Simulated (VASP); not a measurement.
Output of a VASP run:

**OSZICAR**
```
...
RMM:   8    -0.202504623738E+03   -0.27063E-05   -0.28667E-05   460   0.103E-02
  36 F= -.20250462E+03 E0= -.20250462E+03  d E =-.116123E-01
       N       E                     dE             d eps       ncg     rms          rms(c)
DAV:   1    -0.202502655035E+03    0.19660E-02   -0.68685E+00   702   0.439E+00    0.652E-01
RMM:   2    -0.202508732540E+03   -0.60775E-02   -0.68938E-02   686   0.498E-01    0.144E-01
RMM:   3    -0.202509908757E+03   -0.11762E-02   -0.12176E-02   692   0.210E-01    0.191E-01
RMM:   4    -0.202510000278E+03   -0.91521E-04   -0.21764E-03   713   0.102E-01    0.163E-01
RMM:   5    -0.202509948275E+03    0.52002E-04   -0.94397E-04   688   0.588E-02    0.435E-02
RMM:   6    -0.202509956605E+03   -0.83294E-05   -0.14625E-04   669   0.260E-02    0.413E-02
RMM:   7    -0.202509930655E+03    0.25949E-04   -0.10434E-04   611   0.166E-02    0.112E-02
RMM:   8    -0.202509933425E+03   -0.27691E-05   -0.28506E-05   454   0.106E-02
  37 F= -.20250993E+03 E0= -.20250993E+03  d E =-.169220E-01
       N       E                     dE             d eps       ncg     rms          rms(c)
DAV:   1    -0.202509841293E+03    0.89363E-04   -0.29503E-01   748   0.910E-01    0.133E-01
RMM:   2    -0.202510101375E+03   -0.26008E-03   -0.29202E-03   686   0.103E-01    0.305E-02
RMM:   3    -0.202510150550E+03   -0.49176E-04   -0.51319E-04   691   0.435E-02    0.402E-02
RMM:   4    -0.202510154665E+03   -0.41150E-05   -0.95811E-05   608   0.213E-02
  38 F= -.20251015E+03 E0= -.20251015E+03  d E =-.171433E-01
       N       E                     dE             d eps       ncg     rms          rms(c)
DAV:   1    -0.202511754572E+03   -0.16040E-02   -0.23561E+00   700   0.268E+00    0.405E-01
RMM:   2    -0.202513659606E+03   -0.19050E-02   -0.21550E-02   686   0.290E-01    0.113E-01
RMM:   3    -0.202514022472E+03   -0.36287E-03   -0.39145E-03   693   0.122E-01    0.970E-02
RMM:   4    -0.202514054448E+03   -0.31976E-04   -0.75455E-04   715   0.635E-02    0.836E-02
RMM:   5    -0.202514034838E+03    0.19611E-04   -0.22660E-04   687   0.329E-02    0.202E-02
RMM:   6    -0.202514041390E+03   -0.65524E-05   -0.52130E-05   545   0.146E-02
  39 F= -.20251404E+03 E0= -.20251404E+03  d E =-.388672E-02
       N       E                     dE             d eps       ncg     rms          rms(c)
DAV:   1    -0.202513966692E+03    0.68146E-04   -0.81391E-01   732   0.158E+00    0.245E-01
RMM:   2    -0.202514650791E+03   -0.68410E-03   -0.77669E-03   686   0.174E-01    0.697E-02
RMM:   3    -0.202514783109E+03   -0.13232E-03   -0.14114E-03   692   0.738E-02    0.593E-02
RMM:   4    -0.202514795993E+03   -0.12884E-04   -0.28485E-04   714   0.393E-02    0.515E-02
RMM:   5    -0.202514789500E+03    0.64934E-05   -0.83964E-05   609   0.199E-02
  40 F= -.20251479E+03 E0= -.20251479E+03  d E =-.463483E-02
       N       E                     dE             d eps       ncg     rms          rms(c)
DAV:   1    -0.202515296124E+03   -0.50013E-03   -0.95219E-01   708   0.174E+00    0.253E-01
RMM:   2    -0.202516069844E+03   -0.77372E-03   -0.88914E-03   686   0.190E-01    0.763E-02
RMM:   3    -0.202516220191E+03   -0.15035E-03   -0.16730E-03   696   0.803E-02    0.626E-02
RMM:   4    -0.202516232570E+03   -0.12379E-04   -0.32219E-04   709   0.427E-02    0.538E-02
RMM:   5    -0.202516224474E+03    0.80964E-05   -0.95813E-05   623   0.213E-02
  41 F= -.20251622E+03 E0= -.20251622E+03  d E =-.143497E-02
```

**OUTCAR**
```
------------------------ aborting loop because EDIFF is reached ----------------------------------------
  FORCE on cell =-STRESS in cart. coord.  units (eV):
  Direction    XX          YY          ZZ          XY          YZ          ZX
  --------------------------------------------------------------------------------------
  Total       18.4741475     18.4944893     18.5204998     -2.2032290     -2.1103973      2.1163129
  in kB       22.9023883     22.9276059     22.9598512     -2.7313415     -2.6162581      2.6235917
  external PRESSURE =      22.9299485 kB  Pullay stress =       0.0000000 kB
  volume of cell :     1292.39
      direct lattice vectors                 reciprocal lattice vectors
    10.892596236  0.000000000  0.000000000     0.091805478  0.000000000  0.000000000
     0.000000000 10.892596236  0.000000000     0.000000000  0.091805478  0.000000000
     0.000000000  0.000000000 10.892596236     0.000000000  0.000000000  0.091805478
  FREE ENERGIE OF THE ION-ELECTRON SYSTEM (eV)
  ---------------------------------------------------
  free  energy   TOTEN  =      -202.5162244739 eV

  energy  without entropy=     -202.5162244739  energy(sigma->0) =     -202.51622447

 reached required accuracy - stopping structural energy minimisation
```
(Selected blocks of OUTCAR.)

### POSCAR
```
Zn32S31
1
   10.8925962356    -0.0000000000    -0.0000000000
   -0.0000000000    10.8925962356     0.0000000000
    0.0000000000     0.0000000000    10.8925962356
Zn S
32 31
Direct
  0.5000000000   0.0000000000   0.0000000000
  0.7500000000   0.2500000000   0.0000000000
  0.7500000000   0.0000000000   0.2500000000
  0.0000000000   0.0000000000   0.0000000000
  0.2500000000   0.2500000000   0.0000000000
  0.5000000000   0.5000000000   0.0000000000
  0.7500000000   0.7500000000   0.0000000000
  0.2500000000   0.0000000000   0.2500000000
  0.5018710000   0.2545450000   0.2512640000
  0.7455480000   0.4966690000   0.2513430000
  0.5000000000   0.0000000000   0.5000000000
  0.7545720000   0.2463040000   0.5027420000
  0.7500000000   0.0000000000   0.7500000000
  0.0000000000   0.5000000000   0.0000000000
  0.2500000000   0.7500000000   0.0000000000
  0.0000000000   0.2500000000   0.2500000000
  0.2500000000   0.5000000000   0.2500000000
  0.5000000000   0.7500000000   0.2500000000
  0.0000000000   0.0000000000   0.5000000000
  0.2500000000   0.2500000000   0.5000000000
  0.5032770000   0.4954770000   0.4965310000
  0.7500000000   0.7500000000   0.5000000000
  0.2500000000   0.0000000000   0.7500000000
  0.5000000000   0.2500000000   0.7500000000
  0.7500000000   0.5000000000   0.7500000000
  0.0000000000   0.7500000000   0.2500000000
  0.0000000000   0.5000000000   0.5000000000
  0.2500000000   0.7500000000   0.5000000000
  0.0000000000   0.2500000000   0.7500000000
  0.2500000000   0.5000000000   0.7500000000
  0.5000000000   0.7500000000   0.7500000000
  0.0000000000   0.7500000000   0.7500000000
  0.6250000000   0.1250000000   0.1250000000
  0.8750000000   0.3750000000   0.1250000000
  0.8750000000   0.1250000000   0.3750000000
  0.1250000000   0.1250000000   0.1250000000
  0.3750000000   0.3750000000   0.1250000000
  0.6250000000   0.6250000000   0.1250000000
  0.8750000000   0.8750000000   0.1250000000
  0.3750000000   0.1250000000   0.3750000000
  0.8750000000   0.6250000000   0.3750000000
  0.6250000000   0.1250000000   0.6250000000
  0.8750000000   0.3750000000   0.6250000000
  0.8750000000   0.1250000000   0.8750000000
  0.1250000000   0.6250000000   0.1250000000
  0.3750000000   0.8750000000   0.1250000000
  0.1250000000   0.3750000000   0.3750000000
  0.3750000000   0.6250000000   0.3750000000
  0.6250000000   0.8750000000   0.3750000000
  0.1250000000   0.1250000000   0.6250000000
  0.3750000000   0.3750000000   0.6250000000
  0.6250000000   0.6250000000   0.6250000000
  0.8750000000   0.8750000000   0.6250000000
  0.3750000000   0.1250000000   0.8750000000
  0.6250000000   0.3750000000   0.8750000000
  0.8750000000   0.6250000000   0.8750000000
  0.1250000000   0.8750000000   0.3750000000
  0.1250000000   0.6250000000   0.6250000000
  0.3750000000   0.8750000000   0.6250000000
  0.1250000000   0.3750000000   0.8750000000
  0.3750000000   0.6250000000   0.8750000000
  0.6250000000   0.8750000000   0.8750000000
  0.1250000000   0.8750000000   0.8750000000
```

Q: Write an INCAR and KPOINTS that could have produced this output.

A: This is not unique; one that fits is the input of the run itself, PBE GGA, plane waves, VASP's PBE PAW potentials (set 64).

### KPOINTS
```
Automatic mesh
0
Gamma
1 1 1
0 0 0
```

### INCAR
```
# general
SYSTEM   =  Zn32S31
PREC     =  Normal
ENCUT    =  400
LREAL    =  Auto
LASPH    =  .TRUE.
ISYM     =  0
NELECT   =  572.0

# electronic loop
EDIFF    =  1E-5
NELM     =  100
NELMIN   =  4
ALGO     =  Fast
LMAXMIX  =  4

# smearing
ISMEAR   =  0
SIGMA    =  0.05

# functional
GGA      =  PE

# ions
IBRION   =  2
NSW      =  60
ISIF     =  2
EDIFFG   =  -0.03

# output
LWAVE    =  .FALSE.
LCHARG   =  .FALSE.
```

POTCAR, in this order: Zn S (PBE.64 set). Program: vasp_gam.

The cell is charged, with a uniform compensating background. The supercell is sampled at Γ alone, which is coarse: total energies, pressure and levels can be off, energies of defects by several tenths of an eV.

The cell is a supercell with a defect, built from ZnS (zinc blende): vac_S, charge -2. The run is not spin-polarised, so no state with unpaired spins was tried.
